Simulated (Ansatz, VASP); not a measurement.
# BiAs: VASP beside Ansatz

Aim: how closely do two programs agree when they are given the same cell, functional and k mesh? The cell is generated by rule, not measured, and may not be a known phase. The cell is taken from a series of runs on this material, whose earlier steps may have relaxed, scaled, displaced or heated it; both programs get it as it stands.

Program: Ansatz 0.2.0. Level of theory: plane waves, with VASP 6.6.1 beside it; zone-centre phonons at PBE. Results are calculated unless marked as measured.

The structure was built from a prototype and need not be the compound's stable phase.

## (1) Starting point

It takes space group Imm2 (No. 44, orthorhombic). The conventional cell has a = 4.204 Å, b = 6.030 Å, c = 4.552 Å, α = 90.00°, β = 90.00°, γ = 90.00°. Nearest to Bi lie 6 As at 2.82 to 3.40 Å. Nearest to As lie 6 Bi at 2.82 to 3.40 Å. Farther neighbours are not listed.

## (2) VASP: zone-centre phonons, PBE

Second derivatives magnify differences that forces hide, and they need a tight electronic threshold.

Lines of VASP's logs that name or quote its potential files are left out, and so is its time.

Input file INCAR:

```
SYSTEM = BiAs
PREC = Accurate
ENCUT = 500
EDIFF = 1E-08
NELM = 120
ISMEAR = 1
SIGMA = 0.2
LREAL = .FALSE.
ALGO = Normal
GGA = PE
NBANDS = 16
LORBIT = 11
LWAVE = .FALSE.
LCHARG = .FALSE.
ISIF = 2
IBRION = 8
LASPH = .TRUE.
GGA_COMPAT = .FALSE.
KPAR = 2
```

Input file POSCAR:

```
BiAs
1.0
   -2.1017508243      3.0151972860      2.2757507570
    2.1017508243     -3.0151972860      2.2757507570
    2.1017508243      3.0151972860     -2.2757507570
Bi As
1 1
Direct
    0.9725630425      0.9725630425      0.0000000000
    0.5605177673      0.0605177673      0.5000000000
```

Input file KPOINTS:

```
Automatic mesh
0
Gamma
14 14 14
0 0 0
```

Potentials, in the order of the species: Bi_d and As (PBE family, release 64).

Launch:

```console
mpirun -np 2 vasp_std
```

Numbers of over 12 decimals in the logs are rounded to 6 here.

What it wrote:

```text
[banner, memory and clock lines left out]
running    2 mpi-ranks, on    1 nodes
 distrk:  each k-point on    1 cores,    2 groups
 distr:  one band on    1 cores,    1 groups

 POSCAR found type information on POSCAR BiAs
 POSCAR found :  2 types and       2 ions
 LDA part: xc-table for (Slater+PW92), standard interpolation
 POSCAR, INCAR and KPOINTS ok, starting setup
 FFT: planning ... GRIDC
 FFT: planning ... GRID_SOFT
 FFT: planning ... GRID
 WAVECAR not read
 entering main loop
       N       E                     dE             d eps       ncg     rms          rms(c)
DAV:   1     0.143189572335E+03    0.14319E+03   -0.98186E+03 13696   0.127E+03
DAV:   2     0.795703851440E+00   -0.14239E+03   -0.13963E+03 14920   0.335E+02
DAV:   3    -0.856144899162E+01   -0.93572E+01   -0.93195E+01 17504   0.879E+01
DAV:   4    -0.876128733833E+01   -0.19984E+00   -0.19979E+00 16896   0.146E+01
DAV:   5    -0.876960776623E+01   -0.83204E-02   -0.83203E-02 20528   0.262E+00    0.231E+00
DAV:   6    -0.859885675683E+01    0.17075E+00   -0.65158E-01 20448   0.437E+00    0.120E+00
DAV:   7    -0.860201423682E+01   -0.31575E-02   -0.59955E-02 15720   0.121E+00    0.605E-01
DAV:   8    -0.860273165510E+01   -0.71742E-03   -0.63961E-03 18120   0.658E-01    0.861E-02
DAV:   9    -0.860263572898E+01    0.95926E-04   -0.15903E-03 18352   0.270E-01    0.539E-02
DAV:  10    -0.860265292468E+01   -0.17196E-04   -0.14833E-04 17424   0.715E-02    0.326E-02
DAV:  11    -0.860265931473E+01   -0.63901E-05   -0.44862E-05 17112   0.364E-02    0.761E-03
DAV:  12    -0.860265959604E+01   -0.28131E-06   -0.43787E-06 18456   0.126E-02    0.445E-03
DAV:  13    -0.860265939974E+01    0.19630E-06   -0.37514E-07 17336   0.396E-03    0.128E-03
DAV:  14    -0.860265946115E+01   -0.61412E-07   -0.49504E-08 16864   0.232E-03    0.813E-04
DAV:  15    -0.860265957192E+01   -0.11077E-06   -0.51052E-08 15912   0.185E-03    0.338E-04
DAV:  16    -0.860265960693E+01   -0.35010E-07   -0.72087E-09  8664   0.582E-04    0.218E-04
DAV:  17    -0.860265961942E+01   -0.12487E-07   -0.79890E-10  8280   0.301E-04    0.802E-05
DAV:  18    -0.860265961669E+01    0.27344E-08   -0.18294E-10  7648   0.127E-04
   1 F= -.86026596E+01 E0= -.86031821E+01  d E =0.156746E-02
 Linear response reoptimize wavefunctions to high precision
DAV:   1    -0.860265961776E+01   -0.10696E-08   -0.10501E-10  8680   0.130E-04
DAV:   2    -0.860265961775E+01    0.11823E-10   -0.22104E-11  7424   0.454E-05
 Linear response DOF=           6
 Linear response progress:
  Degree of freedom:   1/  6
       N       E                     dE             d eps       ncg     rms          rms(c)
RMM:   1    -0.325863325447E+00   -0.32586E+00    0.15107E-01 29973   0.927E+00
RMM:   2    -0.333664794989E+00   -0.78015E-02   -0.16453E-02 40980   0.113E+00    0.438E-02
RMM:   3    -0.333653484044E+00    0.11311E-04   -0.14668E-03 45562   0.324E-01    0.268E-02
RMM:   4    -0.333280112331E+00    0.37337E-03   -0.10445E-04 45974   0.955E-02    0.436E-03
RMM:   5    -0.333280615945E+00   -0.50361E-06   -0.44188E-06 48458   0.337E-02    0.235E-03
RMM:   6    -0.333302890742E+00   -0.22275E-04    0.13751E-07 45548   0.136E-02    0.732E-04
RMM:   7    -0.333307927649E+00   -0.50369E-05   -0.48931E-06 47587   0.561E-03    0.345E-04
RMM:   8    -0.333304862489E+00    0.30652E-05   -0.17263E-07 46706   0.212E-03    0.841E-05
RMM:   9    -0.333303023014E+00    0.18395E-05   -0.12078E-06 48448   0.852E-04    0.372E-05
RMM:  10    -0.333302425408E+00    0.59761E-06    0.70368E-08 49766   0.380E-04    0.131E-05
RMM:  11    -0.333302225933E+00    0.19948E-06   -0.12346E-07 50911   0.191E-04    0.736E-06
RMM:  12    -0.333301952481E+00    0.27345E-06    0.24909E-07 47490   0.103E-04    0.180E-06
RMM:  13    -0.333301930881E+00    0.21600E-07    0.13669E-07 50732   0.512E-05    0.116E-06
RMM:  14    -0.333301878546E+00    0.52335E-07    0.85824E-08 48716   0.268E-05    0.353E-07
RMM:  15    -0.333301883892E+00   -0.53459E-08    0.44085E-08 44010   0.145E-05    0.588E-07
 first order change of Fermi-energy  -0.83992E-03
 force on displaced ion       1 direction 1 :  -2.599  -0.000  -0.003
 Linear response progress:
  Degree of freedom:   2/  6
       N       E                     dE             d eps       ncg     rms          rms(c)
RMM:   1    -0.326766892061E+00   -0.32677E+00    0.21964E-01 29958   0.968E+00
RMM:   2    -0.334123010195E+00   -0.73561E-02   -0.16087E-02 40384   0.109E+00    0.475E-02
RMM:   3    -0.333969339238E+00    0.15367E-03   -0.13991E-03 45524   0.314E-01    0.290E-02
RMM:   4    -0.333476049979E+00    0.49329E-03   -0.95868E-05 45256   0.900E-02    0.463E-03
RMM:   5    -0.333507838559E+00   -0.31789E-04   -0.84971E-06 49369   0.299E-02    0.282E-03
RMM:   6    -0.333530251306E+00   -0.22413E-04    0.81442E-08 44852   0.117E-02    0.600E-04
RMM:   7    -0.333534176382E+00   -0.39251E-05   -0.26637E-07 47757   0.497E-03    0.331E-04
RMM:   8    -0.333533187990E+00    0.98839E-06   -0.21334E-07 46003   0.188E-03    0.690E-05
RMM:   9    -0.333532617809E+00    0.57018E-06   -0.47373E-08 49570   0.757E-04    0.530E-05
RMM:  10    -0.333531942009E+00    0.67580E-06    0.26925E-08 45692   0.320E-04    0.146E-05
RMM:  11    -0.333531617412E+00    0.32460E-06    0.15066E-07 49049   0.152E-04    0.578E-06
RMM:  12    -0.333531488447E+00    0.12897E-06    0.11582E-07 48740   0.725E-05    0.178E-06
RMM:  13    -0.333531452273E+00    0.36173E-07    0.10236E-07 49111   0.362E-05    0.978E-07
RMM:  14    -0.333531421684E+00    0.30590E-07    0.70197E-08 46784   0.192E-05    0.275E-07
RMM:  15    -0.333531431896E+00   -0.10212E-07    0.34054E-08 41001   0.104E-05    0.542E-07
RMM:  16    -0.333531423506E+00    0.83895E-08    0.20947E-08 31214   0.608E-06    0.304E-07
 first order change of Fermi-energy  -0.14976E-03
 force on displaced ion       1 direction 2 :  -0.000  -0.845  -0.000
 Linear response progress:
  Degree of freedom:   3/  6
       N       E                     dE             d eps       ncg     rms          rms(c)
RMM:   1    -0.327404395753E+00   -0.32740E+00    0.20869E-01 17271   0.959E+00
RMM:   2    -0.334964144909E+00   -0.75597E-02   -0.15906E-02 23391   0.109E+00    0.500E-02
RMM:   3    -0.334748058993E+00    0.21609E-03   -0.14667E-03 26246   0.322E-01    0.300E-02
RMM:   4    -0.334258332859E+00    0.48973E-03   -0.13076E-04 25397   0.110E-01    0.675E-03
RMM:   5    -0.334288436406E+00   -0.30104E-04   -0.18225E-05 28508   0.407E-02    0.416E-03
RMM:   6    -0.334290082808E+00   -0.16464E-05   -0.29365E-06 25078   0.153E-02    0.108E-03
RMM:   7    -0.334301269478E+00   -0.11187E-04   -0.63989E-07 28222   0.657E-03    0.559E-04
RMM:   8    -0.334301465356E+00   -0.19588E-06   -0.13825E-07 26587   0.236E-03    0.191E-04
RMM:   9    -0.334302618470E+00   -0.11531E-05   -0.20461E-08 25798   0.931E-04    0.329E-05
RMM:  10    -0.334302553910E+00    0.64561E-07   -0.83061E-09 29157   0.377E-04    0.176E-05
RMM:  11    -0.334302581679E+00   -0.27769E-07    0.18273E-08 26330   0.153E-04    0.518E-06
RMM:  12    -0.334302611114E+00   -0.29435E-07    0.21369E-08 29408   0.730E-05    0.194E-06
RMM:  13    -0.334302608196E+00    0.29181E-08    0.36747E-08 28884   0.354E-05    0.815E-07
 first order change of Fermi-energy  -0.19239E+00
 force on displaced ion       1 direction 3 :  -0.000   0.000  -4.850
 Linear response progress:
  Degree of freedom:   4/  6
       N       E                     dE             d eps       ncg     rms          rms(c)
RMM:   1    -0.446845595414E-01   -0.44685E-01    0.51431E-02 50255   0.105E+00
RMM:   2    -0.436191153739E-01    0.10654E-02   -0.15103E-03 39969   0.264E-01    0.579E-02
RMM:   3    -0.438561297177E-01   -0.23701E-03   -0.29511E-04 45903   0.891E-02    0.323E-02
RMM:   4    -0.441268019033E-01   -0.27067E-03   -0.49015E-05 45758   0.510E-02    0.501E-03
RMM:   5    -0.441469255425E-01   -0.20124E-04   -0.63075E-06 47917   0.154E-02    0.253E-03
RMM:   6    -0.441388915527E-01    0.80340E-05   -0.96770E-07 45164   0.474E-03    0.761E-04
RMM:   7    -0.441397436451E-01   -0.85209E-06   -0.11442E-07 45968   0.162E-03    0.167E-04
RMM:   8    -0.441399248226E-01   -0.18118E-06   -0.92217E-09 47775   0.603E-04    0.363E-05
RMM:   9    -0.441398014307E-01    0.12339E-06    0.14490E-07 50407   0.175E-04    0.600E-06
RMM:  10    -0.441397825717E-01    0.18859E-07   -0.11889E-07 50877   0.597E-05    0.297E-06
RMM:  11    -0.441397749345E-01    0.76372E-08    0.23755E-08 48513   0.238E-05    0.132E-06
 first order change of Fermi-energy   0.13213E-02
 force on displaced ion       2 direction 1 :  -2.584  -0.000   0.002
 Linear response progress:
  Degree of freedom:   5/  6
       N       E                     dE             d eps       ncg     rms          rms(c)
RMM:   1    -0.449483677604E-01   -0.44948E-01    0.53923E-02 51006   0.926E-01
RMM:   2    -0.441789493791E-01    0.76942E-03   -0.16353E-03 39756   0.226E-01    0.609E-02
RMM:   3    -0.443275217349E-01   -0.14857E-03   -0.23431E-04 46231   0.850E-02    0.349E-02
RMM:   4    -0.445720508141E-01   -0.24453E-03   -0.47431E-05 45362   0.492E-02    0.472E-03
RMM:   5    -0.446133023559E-01   -0.41252E-04   -0.60419E-06 47397   0.170E-02    0.233E-03
RMM:   6    -0.446023717562E-01    0.10931E-04   -0.58695E-07 47156   0.427E-03    0.805E-04
RMM:   7    -0.445996703818E-01    0.27014E-05   -0.77304E-08 45336   0.162E-03    0.664E-05
RMM:   8    -0.445999415504E-01   -0.27117E-06   -0.83091E-09 50004   0.513E-04    0.181E-05
RMM:   9    -0.445998377403E-01    0.10381E-06   -0.18809E-08 49612   0.178E-04    0.947E-06
RMM:  10    -0.445998330329E-01    0.47074E-08    0.18052E-08 48791   0.653E-05    0.225E-06
 first order change of Fermi-energy   0.25108E-03
 force on displaced ion       2 direction 2 :  -0.000  -0.840   0.000
 Linear response progress:
  Degree of freedom:   6/  6
       N       E                     dE             d eps       ncg     rms          rms(c)
RMM:   1    -0.450023460455E-01   -0.45002E-01    0.54435E-02 28526   0.105E+00
RMM:   2    -0.439848518606E-01    0.10175E-02   -0.15387E-03 22864   0.241E-01    0.517E-02
RMM:   3    -0.440859199661E-01   -0.10107E-03   -0.26735E-04 26427   0.887E-02    0.286E-02
RMM:   4    -0.442121021495E-01   -0.12618E-03   -0.45016E-05 26388   0.476E-02    0.626E-03
RMM:   5    -0.442399156831E-01   -0.27814E-04   -0.60780E-06 27898   0.166E-02    0.303E-03
RMM:   6    -0.442395066434E-01    0.40904E-06   -0.79850E-07 24401   0.581E-03    0.669E-04
RMM:   7    -0.442393509344E-01    0.15571E-06   -0.72678E-08 27017   0.189E-03    0.240E-04
RMM:   8    -0.442390111807E-01    0.33975E-06   -0.71099E-09 24436   0.721E-04    0.462E-05
RMM:   9    -0.442390606485E-01   -0.49468E-07    0.60904E-08 29227   0.262E-04    0.278E-05
RMM:  10    -0.442390326681E-01    0.27980E-07    0.35615E-08 26072   0.978E-05    0.594E-06
RMM:  11    -0.442390425731E-01   -0.99049E-08    0.49220E-08 28189   0.331E-05    0.208E-06
 first order change of Fermi-energy   0.19247E+00
 force on displaced ion       2 direction 3 :  -0.000   0.000  -4.852
 Linear response finished
```

Parts of OUTCAR (step 2):

```text
ion  position               nearest neighbor table
   1  0.973  0.973  0.000-   2 2.82   2 2.82   2 3.04   2 3.04   2 3.40   2 3.40
   2  0.561  0.061  0.500-   1 2.82   1 2.82   1 3.04   1 3.04   1 3.40   1 3.40

  LATTYP: Found a body centered orthorhombic cell.
 ALAT       =     4.2035016486
 B/A-ratio  =     1.0827880882
 C/A-ratio  =     1.4346121582

 Subroutine GETGRP returns: Found  4 space group operations
 (whereof  4 operations were pure point group operations)

The static configuration has the point symmetry C_2v.

 Found    428 irreducible k-points:

   k-points           NKPTS =    428   k-points in BZ     NKDIM =    428   number of bands    NBANDS=     16

   dimension x,y,z NGX =    32 NGY =   32 NGZ =   32
   dimension x,y,z NGXF=    64 NGYF=   64 NGZF=   64

   ENCUT  =  500.0 eV  36.75 Ry    6.06 a.u.   7.88  7.88  7.88*2*pi/ulx,y,z

   NELECT =      20.0000    total number of electrons

 k-points in reciprocal lattice and weights: Automatic mesh
   0.00000000  0.00000000  0.00000000       0.000
   0.07142857  0.00000000  0.00000000       0.001
   0.14285714 -0.00000000  0.00000000       0.001
   0.21428571  0.00000000  0.00000000       0.001
   0.28571429 -0.00000000  0.00000000       0.001
   0.35714286  0.00000000 -0.00000000       0.001
   0.42857143  0.00000000  0.00000000       0.001
   0.50000000  0.00000000  0.00000000       0.001
  -0.00000000  0.07142857  0.00000000       0.001
[...]
-0.42857143 -0.42857143  0.42857143       0.001
   0.50000000  0.50000000  0.50000000       0.000

 average (electrostatic) potential at core
       1-105.4598       2 -48.9084

  Total        0.0154081      0.0017822      0.0165472      0.0000000      0.0000000      0.0000000
  in kB        0.4279352      0.0494984      0.4595715      0.0000000      0.0000000      0.0000000
  external PRESSURE =       0.3123350 kB  Pullay stress =       0.0000000 kB

  energy-cutoff  :      500.00
  volume of cell :       57.69
      direct lattice vectors                 reciprocal lattice vectors
    -2.101750824  3.015197286  2.275750757     0.000000000  0.165826628  0.219707716
     2.101750824 -3.015197286  2.275750757     0.237896897  0.000000000  0.219707716
     2.101750824  3.015197286 -2.275750757     0.237896897  0.165826628  0.000000000

 POSITION                                       TOTAL-FORCE (eV/Angst)
 -----------------------------------------------------------------------------------
      0.00000      0.00000      4.42662         0.000000     -0.000000      0.012547
      0.00000      3.01520      0.27545        -0.000000      0.000000     -0.012547
 -----------------------------------------------------------------------------------
    total drift:                               -0.000001     -0.000000     -0.000811

 Eigenvectors and eigenvalues of the dynamical matrix
 ----------------------------------------------------

   1 f  =    4.636561 THz    29.132374 2PiTHz  154.659041 cm-1    19.175269 meV
             X         Y         Z           dx          dy          dz
      0.000000  0.000000  4.426622    -0.000000   -0.000000   -0.513645
      0.000000  3.015197  0.275447     0.000000    0.000000    0.858003

   2 f  =    3.386675 THz    21.279108 2PiTHz  112.967325 cm-1    14.006157 meV
             X         Y         Z           dx          dy          dz
      0.000000  0.000000  4.426622     0.514747   -0.000000   -0.000000
      0.000000  3.015197  0.275447    -0.857342   -0.000000   -0.000000

   3 f  =    1.931264 THz    12.134493 2PiTHz   64.420048 cm-1     7.987064 meV
             X         Y         Z           dx          dy          dz
      0.000000  0.000000  4.426622     0.000000   -0.514774   -0.000000
      0.000000  3.015197  0.275447     0.000000    0.857326   -0.000000

   4 f/i=    0.000365 THz     0.002294 2PiTHz    0.012177 cm-1     0.001510 meV
             X         Y         Z           dx          dy          dz
      0.000000  0.000000  4.426622     0.000000    0.000000   -0.858003
      0.000000  3.015197  0.275447     0.000000    0.000000   -0.513645

   5 f/i=    0.002389 THz     0.015012 2PiTHz    0.079695 cm-1     0.009881 meV
             X         Y         Z           dx          dy          dz
      0.000000  0.000000  4.426622    -0.000000   -0.857326   -0.000000
      0.000000  3.015197  0.275447    -0.000000   -0.514774   -0.000000

   6 f/i=    0.004083 THz     0.025654 2PiTHz    0.136195 cm-1     0.016886 meV
             X         Y         Z           dx          dy          dz
      0.000000  0.000000  4.426622     0.857342   -0.000000   -0.000000
      0.000000  3.015197  0.275447     0.514747   -0.000000   -0.000000

 ELASTIC MODULI CONTR FROM IONIC RELAXATION (kBar)
 Direction    XX          YY          ZZ          XY          YZ          ZX
 --------------------------------------------------------------------------------
 XX        -157.2094     -0.4682   -263.1588      0.0000     -0.0000      0.0000
 YY          -0.4682     -0.0014     -0.7838      0.0000      0.0000      0.0000
 ZZ        -263.1588     -0.7838   -440.5113      0.0000     -0.0000      0.0000
 XY           0.0000      0.0000      0.0000      0.0000      0.0000      0.0000
 YZ          -0.0000      0.0000     -0.0000      0.0000   -310.7344      0.0000
 ZX           0.0000      0.0000      0.0000      0.0000      0.0000   -470.9870
 --------------------------------------------------------------------------------
```

(Part 1 of 2 ends here.)

[Lines on the potential files, build, host, timing and source positions are cut from VASP's logs without a mark.]

[Logs are printed without paths, hosts, clocks, repeated set-up lines and the standing remarks that a program may print on its own settings, such as how far it seeks lower states.]

[Hosts, paths, dates, database ids (printed as entryN), source tags and the programs' standing remarks are cut or masked in the printed files.]
